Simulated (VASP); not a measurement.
Output of a VASP run:

File OUTCAR:
```
 ion  position               nearest neighbor table
   1  0.498  0.000  0.001-  44 1.53  29 1.53  60 1.55   2 1.58
   2  0.621  0.130  0.131-  17 1.54   3 1.55   5 1.55   1 1.58
   3  0.747  0.252  0.004-  46 1.54   2 1.55   4 1.55  25 1.56
   4  0.870  0.379  0.131-  18 1.54   3 1.55  30 1.55  26 1.58
   5  0.747  0.004  0.253-  35 1.54   2 1.55   6 1.55  14 1.56
   6  0.870  0.130  0.379-  22 1.54  30 1.55   5 1.55  36 1.58
   7  0.999  0.001  0.002-  14 1.54   8 1.54  25 1.54  62 1.56
   8  0.121  0.126  0.127-   7 1.54   9 1.55  15 1.55  30 1.56
   9  0.247  0.249  0.999-  56 1.53  10 1.53  44 1.54   8 1.55
  10  0.369  0.375  0.123-  17 1.52   9 1.53  32 1.54  11 1.56
  11  0.499  0.500  1.000-  46 1.53  58 1.54  10 1.56  12 1.56
  12  0.625  0.630  0.123-  18 1.52  13 1.54  34 1.54  11 1.56
  13  0.751  0.753  0.999-  60 1.53  12 1.54  48 1.54  14 1.55
  14  0.873  0.878  0.127-   7 1.54  49 1.55  13 1.55   5 1.56
  15  0.247  0.999  0.250-  50 1.53  16 1.54  29 1.54   8 1.55
  16  0.369  0.122  0.375-  17 1.52  15 1.54  38 1.54  20 1.56
  17  0.484  0.248  0.249-  10 1.52  16 1.52   2 1.54  63 1.99
  18  0.751  0.515  0.249-  12 1.52  19 1.52   4 1.54  63 1.99
  19  0.877  0.630  0.375-  18 1.52  49 1.54  41 1.54  51 1.56
  20  0.499  0.999  0.501-  35 1.53  54 1.54  21 1.56  16 1.56
  21  0.625  0.122  0.631-  22 1.52  24 1.54  45 1.54  20 1.56
  22  0.751  0.248  0.516-  21 1.52  23 1.52   6 1.54  63 1.99
  23  0.877  0.375  0.631-  22 1.52  55 1.54  47 1.54  51 1.56
  24  0.751  0.999  0.754-  60 1.53  21 1.54  42 1.54  25 1.55
  25  0.873  0.126  0.879-   7 1.54  55 1.55  24 1.55   3 1.56
  26  0.999  0.501  0.001-  48 1.53  27 1.53  56 1.55   4 1.58
  27  0.123  0.627  0.123-  26 1.53  32 1.53  49 1.54  28 1.55
  28  0.250  0.749  0.998-  62 1.54  29 1.55  27 1.55  58 1.56
  29  0.373  0.877  0.123-   1 1.53  34 1.53  15 1.54  28 1.55
  30  0.996  0.252  0.253-  31 1.54   6 1.55   4 1.55   8 1.56
  31  0.123  0.376  0.376-  51 1.53  30 1.54  38 1.56  32 1.56
  32  0.246  0.501  0.246-  33 1.52  27 1.53  10 1.54  31 1.56
  33  0.372  0.627  0.361-  32 1.52  34 1.52  53 1.55  63 1.99
  34  0.499  0.753  0.246-  33 1.52  29 1.53  12 1.54  35 1.56
  35  0.624  0.876  0.376-  20 1.53   5 1.54  41 1.56  34 1.56
  36  0.999  0.000  0.502-  42 1.53  37 1.53  50 1.55   6 1.58
  37  0.123  0.123  0.627-  36 1.53  38 1.53  55 1.54  43 1.55
  38  0.246  0.245  0.502-  39 1.52  37 1.53  16 1.54  31 1.56
  39  0.372  0.360  0.628-  45 1.52  38 1.52  57 1.54  63 1.99
  40  0.639  0.627  0.628-  47 1.52  41 1.52  59 1.54  63 1.99
  41  0.754  0.753  0.502-  40 1.52  42 1.53  19 1.54  35 1.56
  42  0.877  0.877  0.627-  36 1.53  41 1.53  24 1.54  61 1.55
  43  0.250  0.997  0.750-  62 1.54  37 1.55  44 1.55  54 1.56
  44  0.373  0.123  0.878-   1 1.53  45 1.53   9 1.54  43 1.55
  45  0.499  0.245  0.754-  39 1.52  44 1.53  21 1.54  46 1.56
  46  0.624  0.376  0.877-  11 1.53   3 1.54  47 1.56  45 1.56
  47  0.754  0.501  0.754-  40 1.52  48 1.53  23 1.54  46 1.56
  48  0.877  0.627  0.878-  26 1.53  47 1.53  13 1.54  61 1.55
  49  0.001  0.753  0.250-  50 1.53  19 1.54  27 1.54  14 1.55
  50  0.124  0.875  0.375-  15 1.53  49 1.53  36 1.55  53 1.58
  51  0.000  0.500  0.501-  31 1.53  52 1.54  23 1.56  19 1.56
  52  0.127  0.623  0.624-  51 1.54  53 1.55  57 1.55  61 1.56
  53  0.254  0.746  0.498-  33 1.55  52 1.55  54 1.55  50 1.58
  54  0.376  0.872  0.624-  20 1.54  59 1.55  53 1.55  43 1.56
  55  0.001  0.249  0.754-  56 1.53  23 1.54  37 1.54  25 1.55
  56  0.124  0.375  0.876-  55 1.53   9 1.53  26 1.55  57 1.58
  57  0.254  0.497  0.746-  39 1.54  52 1.55  58 1.55  56 1.58
  58  0.376  0.623  0.873-  11 1.54  59 1.55  57 1.55  28 1.56
  59  0.503  0.746  0.746-  40 1.54  54 1.55  58 1.55  60 1.58
  60  0.625  0.876  0.876-  24 1.53  13 1.53   1 1.55  59 1.58
  61  0.002  0.749  0.750-  62 1.54  42 1.55  48 1.55  52 1.56
  62  0.125  0.875  0.875-  43 1.54  61 1.54  28 1.54   7 1.56
  63  0.562  0.438  0.438-  33 1.99  40 1.99  39 1.99  17 1.99  18 1.99  22 1.99
 Subroutine IBZKPT returns following result:
 Found      1 irreducible k-points:

 Following reciprocal coordinates:
            Coordinates               Weight
  0.000000  0.000000  0.000000      1.000000
 Subroutine IBZKPT_HF returns following result:
   k-points           NKPTS =      1   k-points in BZ     NKDIM =      1   number of bands    NBANDS=    160
   number of dos      NEDOS =    301   number of ions     NIONS =     63
   total plane-waves  NPLWV =  46656
   dimension x,y,z NGX =    36 NGY =   36 NGZ =   36
   dimension x,y,z NGXF=    72 NGYF=   72 NGZF=   72
   ions per type =              62   1
   PREC   = normal    normal or accurate (medium, high low for compatibility)
   ISTART =      1    job   : 0-new  1-cont  2-samecut
   ICHARG =      0    charge: 1-file 2-atom 10-const
...
```

**OSZICAR**
```
       N       E                     dE             d eps       ncg     rms          rms(c)
DAV:   1    -0.651579677645E+03   -0.65158E+03   -0.83159E+00   640   0.795E+00    0.490E+00
DAV:   2    -0.651605696270E+03   -0.26019E-01   -0.14253E-01   704   0.880E-01    0.304E+00
DAV:   3    -0.651589459475E+03    0.16237E-01   -0.16726E-02   736   0.322E-01    0.171E+00
DAV:   4    -0.651584673462E+03    0.47860E-02   -0.48436E-03   704   0.179E-01    0.935E-01
DAV:   5    -0.651583331892E+03    0.13416E-02   -0.11041E-03   728   0.876E-02    0.515E-01
DAV:   6    -0.651582936618E+03    0.39527E-03   -0.25961E-04   680   0.438E-02    0.284E-01
DAV:   7    -0.651582820227E+03    0.11639E-03   -0.67740E-05   704   0.232E-02    0.157E-01
DAV:   8    -0.651582785867E+03    0.34360E-04   -0.16113E-05   424   0.121E-02    0.891E-02
DAV:   9    -0.651582776141E+03    0.97256E-05   -0.64715E-06   424   0.839E-03
   1 F= -.65158278E+03 E0= -.65158278E+03  d E =-.133683E-15  mag=     2.0000
```

OUTCAR:
```
------------------------ aborting loop because EDIFF is reached ----------------------------------------
  volume of cell :      365.00
      direct lattice vectors                 reciprocal lattice vectors
     7.146555159  0.000000000  0.000000000     0.139927556  0.000000000  0.000000000
     0.000000000  7.146555159  0.000000000     0.000000000  0.139927556  0.000000000
     0.000000000  0.000000000  7.146555159     0.000000000  0.000000000  0.139927556
 POSITION                                       TOTAL-FORCE (eV/Angst)
 -----------------------------------------------------------------------------------
      3.56238      0.00084      0.00560        -0.033612      0.025408      0.026251
      4.43714      0.92793      0.93284         0.048657     -0.042792     -0.048248
      5.33912      1.80431      0.03032        -0.011532      0.014162      0.008248
      6.21556      2.70649      0.93273         0.044977     -0.051724     -0.045447
      5.33906      0.02535      1.80924        -0.009625      0.013628      0.010162
      6.21545      0.92808      2.71108         0.047240     -0.048637     -0.047106
      7.13691      0.00666      0.01151        -0.009024      0.008887      0.007587
      0.86704      0.90265      0.90751         0.016088     -0.023646     -0.023073
      1.76249      1.77904      7.14179         0.000666      0.013627      0.022595
      2.63889      2.67799      0.87840        -0.003928      0.019452     -0.007311
      3.56927      3.57410      7.14573        -0.017207      0.017602      0.010700
      4.46536      4.50468      0.87843        -0.010899     -0.000143     -0.009622
      5.36431      5.38111      7.14165        -0.011748     -0.002114      0.026467
      6.24094      6.27662      0.90753         0.019173     -0.020351     -0.025860
      1.76256      7.13685      1.78408         0.002837      0.026420      0.008603
      2.63896      0.87384      2.68275        -0.001449     -0.008204      0.018460
      3.46208      1.77560      1.78002        -0.095716     -0.050100     -0.037230
      5.36823      3.68159      1.77991         0.042051      0.096843     -0.033846
      6.26994      4.50468      2.68277         0.002419     -0.000804      0.016459
      3.56936      7.14095      3.57898        -0.012683      0.013712      0.013000
      4.46566      0.87379      4.50927        -0.024764     -0.010764      0.005345
      5.36822      1.77527      3.68624         0.041750     -0.035247      0.097309
      6.26968      2.67808      4.50957         0.011697      0.011967     -0.003557
      5.36439      7.13692      5.38569        -0.012693      0.025609     -0.000208
      6.24074      0.90262      6.28146         0.027934     -0.023732     -0.021917
      7.14264      3.58108      0.00570        -0.024320      0.039030      0.023136
      0.87600      4.47888      0.88184         0.025432     -0.012073     -0.006535
      1.78808      5.35559      7.13268        -0.019387      0.014143      0.021298
      2.66483      6.26753      0.88191         0.007780     -0.024620     -0.007289
      7.11803      1.80436      1.80917        -0.008707      0.015504      0.012392
      0.87971      2.68402      2.68884         0.015933     -0.019956     -0.021536
      1.75910      3.57991      1.75803        -0.008785     -0.024035     -0.005926
      2.66126      4.48198      2.58079        -0.046146      0.053564     -0.086119
      3.56367      5.38428      1.75800         0.019271      0.009501     -0.001886
      4.45956      6.26383      2.68873         0.016359     -0.021625     -0.015659
      7.14263      0.00087      3.58569        -0.022127      0.024332      0.039906
      0.87593      0.87703      4.48350         0.025471     -0.004481     -0.011293
      1.75924      1.75334      3.58463        -0.009822     -0.006355     -0.019792
      2.66123      2.57596      4.48731        -0.048615     -0.093511      0.041997
      4.56747      4.48223      4.48731         0.093461      0.047703      0.039423
      5.39028      5.38432      3.58463         0.003718      0.008397     -0.020060
      6.26652      6.26758      4.48353         0.004577     -0.024668     -0.012625
      1.78791      7.12782      5.36020        -0.013658      0.019914      0.019125
      2.66465      0.87697      6.27240         0.009951     -0.004165     -0.029074
      3.56353      1.75311      5.38921         0.029859      0.000764      0.006664
      4.45957      2.68397      6.26857         0.016866     -0.021857     -0.012609
      5.39028      3.57988      5.38927         0.000151     -0.021339      0.007809
      6.26645      4.47886      6.27239         0.005140     -0.010720     -0.024743
      0.00669      5.38105      1.78389        -0.026313     -0.002980      0.015505
      0.88690      6.25660      2.68183         0.021071     -0.016694     -0.039891
      0.00251      3.57411      3.57910        -0.012679      0.014887      0.015235
      0.91113      4.45320      4.45826         0.008528     -0.001105     -0.003294
      1.81392      5.32938      3.55617        -0.045756      0.045323      0.053422
      2.69024      6.23221      4.45825        -0.001446     -0.007300     -0.007105
      0.00645      1.77899      5.38583        -0.023848      0.016112     -0.002071
      0.88663      2.67686      6.26156         0.022416     -0.036226     -0.018408
      1.81376      3.55099      5.33451        -0.044920      0.061385      0.048708
      2.69013      4.45329      6.23707         0.001134     -0.002842     -0.003423
      3.59225      5.32950      5.33441        -0.057328      0.045678      0.047887
      4.46647      6.25681      6.26124         0.039284     -0.022843     -0.013580
      0.01564      5.35555      5.36028        -0.022630      0.014689      0.018011
      0.89180      6.25178      6.25641         0.019297     -0.018649     -0.016541
...
```
(Selected blocks of OUTCAR.)

POSCAR:
```
C62Si
1
    7.1465551589     0.0000000000     0.0000000000
    0.0000000000     7.1465551589     0.0000000000
    0.0000000000     0.0000000000     7.1465551589
C Si
62 1
Direct
  0.4984755144   0.0001178026   0.0007836907
  0.6208776133   0.1298425016   0.1305297858
  0.7470900524   0.2524724608   0.0042425241
  0.8697276824   0.3787127765   0.1305149598
  0.7470819665   0.0035478608   0.2531624322
  0.8697129385   0.1298636303   0.3793542649
  0.9986497314   0.0009316208   0.0016111755
  0.1213230170   0.1263061604   0.1269860641
  0.2466204945   0.2489361028   0.9993330987
  0.3692538484   0.3747246034   0.1229129940
  0.4994385918   0.5001148604   0.9998852159
  0.6248272577   0.6303293800   0.1229160477
  0.7506145622   0.7529657648   0.9993135721
  0.8732794518   0.8782722555   0.1269878300
  0.2466312508   0.9986418828   0.2496424900
  0.3692629601   0.1222741096   0.3753904827
  0.4844405550   0.2484555303   0.2490741481
  0.7511627604   0.5151555649   0.2490579426
  0.8773367605   0.6303294415   0.3753940437
  0.4994524378   0.9992154166   0.5007976340
  0.6248691847   0.1222675273   0.6309717401
  0.7511625760   0.2484097638   0.5158070290
  0.8773011145   0.3747376215   0.6310127691
  0.7506265823   0.9986516930   0.7536064178
  0.8732514973   0.1263007221   0.8789489923
  0.9994523410   0.5010913898   0.0007969680
  0.1225769274   0.6267182515   0.1233935427
  0.2502013632   0.7493949147   0.9980587384
  0.3728825485   0.8769995055   0.1234042088
  0.9960090919   0.2524795480   0.2531523285
  0.1230958390   0.3755687146   0.3762434562
  0.2461470895   0.5009277828   0.2459973559
  0.3723838187   0.6271524396   0.3611233874
  0.4986558290   0.7534095005   0.2459927622
  0.6240149155   0.8764822633   0.3762271497
  0.9994513754   0.0001213619   0.5017372377
  0.1225673543   0.1227211891   0.6273646030
  0.2461655956   0.2453411834   0.5015887117
  0.3723799812   0.3604479724   0.6278979708
  0.6391144632   0.6271873956   0.6278981642
  0.7542485198   0.7534150768   0.5015890203
  0.8768591189   0.8770075742   0.6273698573
  0.2501785383   0.9973789173   0.7500400889
  0.3728579839   0.1227120478   0.8776812480
  0.4986364933   0.2453085995   0.7540989467
  0.6240167827   0.3755614112   0.8771455397
  0.7542485805   0.5009237849   0.7541075678
  0.8768495011   0.6267156605   0.8776807650
  0.0009363708   0.7529578632   0.2496147056
  0.1241020192   0.8754708267   0.3752617834
  0.0003516639   0.5001167902   0.5008145550
  0.1274923153   0.6231260130   0.6238334679
  0.2538177081   0.7457276838   0.4976066094
  0.3764389017   0.8720580395   0.6238320820
  0.0009024417   0.2489291666   0.7536258596
  0.1240633809   0.3745669494   0.8761644386
  0.2537944656   0.4968815679   0.7464443922
  0.3764232397   0.6231374138   0.8727375938
  0.5026549048   0.7457444459   0.7464315566
  0.6249827840   0.8755003185   0.8761194342
  0.0021879316   0.7493897078   0.7500505573
  0.1247876506   0.8747967694   0.8754442173
  0.5617427687   0.4378759052   0.4384867838
```

**Question.** Write an INCAR and KPOINTS that could have produced this output.

**Answer.** One answer among several that fit: the input of the run itself, HSE06 screened hybrid, plane waves, VASP's PBE PAW potentials (set 64).

KPOINTS:
```
Automatic mesh
0
Gamma
1 1 1
0 0 0
```

**INCAR**
```
LWAVE = .FALSE.
ISMEAR = 0   # Gaussian
LREAL = Auto   # projection in real space or not
HFSCREEN = 0.2
ENCUT = 400
SYSTEM = C62Si
LCHARG = .FALSE.
ALGO = Normal   # blocked Davidson
LORBIT = 10
AEXX = 0.25
PREC = Normal
ISIF = 0
LASPH = .TRUE.
NELM = 50   # most electronic steps
MAGMOM = 63*0.0317
LHFCALC = .TRUE.
GGA = PE   # PBE
NELMIN = 4
ISYM = 0
SIGMA = 0.05   # width (eV)
PRECFOCK = Fast
NUPDOWN = 2
ISPIN = 2   # spin-polarised
EDIFF = 1E-5
```

POTCAR, in this order: C Si (PBE.64 set). Program: vasp_gam. Read from the step before: WAVECAR.

The supercell is sampled at Γ alone, which is coarse: total energies, pressure and levels can be off, energies of defects by several tenths of an eV.

The cell is a supercell with a defect, built from C (diamond): Si_C-vac_C. The cell's shape comes from a PBE relaxation.
